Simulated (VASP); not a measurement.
Input:

```xyz
2
Lattice="0.0000 2.7015 2.7015 2.7015 0.0000 2.7015 2.7015 2.7015 0.0000" Properties=species:S:1:pos:R:3 pbc="T T T"
Si     0.0000     0.0000     0.0000
Si     1.3507     1.3507     1.3507
```

Method: LDA (Ceperley-Alder, Perdew-Zunger), VASP's LDA PAW potentials (set 64) (plane waves; VASP 6.6.1). Numerical set-up: 400 eV cut-off, 15×15×15 Γ-centred mesh, Gaussian smearing of 0.010 eV, potentials Si.

Q: Give the electronic dielectric tensor ε∞ (DFPT, local fields included).

A: 
```
13.3  0.00  0.00
0.00  13.3  0.00
0.00  0.00  13.3
```

Q: Give the Born effective charges.

A: 
```
atom  Z*xx  Z*yy  Z*zz  mean
----  ----  ----  ----  ----
Si1   0.00  0.00  0.00  0.00
Si2   0.00  0.00  0.00  0.00
```

Q: Which frequencies do the optical Γ-point modes have (no LO-TO splitting)?

A: 513 (×3) cm⁻¹.

The compound is Si in the diamond structure. It was relaxed first.
